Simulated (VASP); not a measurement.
All values below come from PBE GGA with spin-orbit coupling, VASP's PBE PAW potentials (set 64) (plane waves; VASP 6.6.1).

VASP ran on this input.

File POSCAR:
```
Pb
2.5134410
  0.0000000000   0.9999998593   0.9999998593
  0.9999998593   0.0000000000   0.9999998593
  0.9999998593   0.9999998593   0.0000000000
Pb
1
Cart
  0.0000000000   0.9999998593   0.9999998593
```

INCAR:
```
SYSTEM = Pb
PREC = Accurate
ENCUT = 400
EDIFF = 1E-6
NELM = 100
ALGO = Normal
LREAL = .FALSE.
LASPH = .TRUE.
ISMEAR = 0
SIGMA = 0.05
GGA = PE
LMAXMIX = 4
LWAVE = .FALSE.
LCHARG = .FALSE.
LSORBIT = .TRUE.
MAGMOM = 0 0 0
GGA_COMPAT = .FALSE.
```

File KPOINTS:
```
Automatic
0
G
 11 11 11
0 0 0
```

KPOINTS_OPT:
```
k-points along high-symmetry lines
8
Line-mode
Reciprocal
  0.000000   0.000000   0.000000 ! GAMMA
  0.500000   0.000000   0.500000 ! X

  0.500000   0.000000   0.500000 ! X
  0.625000   0.250000   0.625000 ! U

  0.375000   0.375000   0.750000 ! K
  0.000000   0.000000   0.000000 ! GAMMA

  0.000000   0.000000   0.000000 ! GAMMA
  0.500000   0.500000   0.500000 ! L

  0.500000   0.500000   0.500000 ! L
  0.500000   0.250000   0.750000 ! W

  0.500000   0.250000   0.750000 ! W
  0.500000   0.000000   0.500000 ! X
```

POTCAR, in this order: Pb_d (PBE.64 set). Program: vasp_ncl.

Problem. Estimate the energy per atom (σ→0), band gap (over mesh and band path).

Solution. 
The energy per atom (σ→0) comes out as -4.104 eV/atom. The band gap (over mesh and band path) is none (metal, semimetal or under 0.01 eV).

**OSZICAR**
```
...
DAV:   7    -0.410401460567E+01    0.16053E-02   -0.30129E-03  3308   0.950E-01    0.218E-01
DAV:   8    -0.410392037214E+01    0.94234E-04   -0.11445E-04  3598   0.131E-01    0.376E-02
DAV:   9    -0.410389723378E+01    0.23138E-04   -0.80065E-05  2868   0.179E-01    0.450E-03
DAV:  10    -0.410389326900E+01    0.39648E-05   -0.10636E-06  2376   0.211E-02    0.199E-03
DAV:  11    -0.410389184453E+01    0.14245E-05   -0.23494E-07  1610   0.781E-03    0.386E-04
DAV:  12    -0.410389180644E+01    0.38089E-07   -0.49986E-08  1508   0.434E-03
   1 F= -.41038918E+01 E0= -.41035281E+01  d E =-.727344E-03  mag=    -0.0000     0.0000    -0.0000
       N       E                     dE             ncg
```

The compound is Pb in the fcc structure. It was relaxed first.
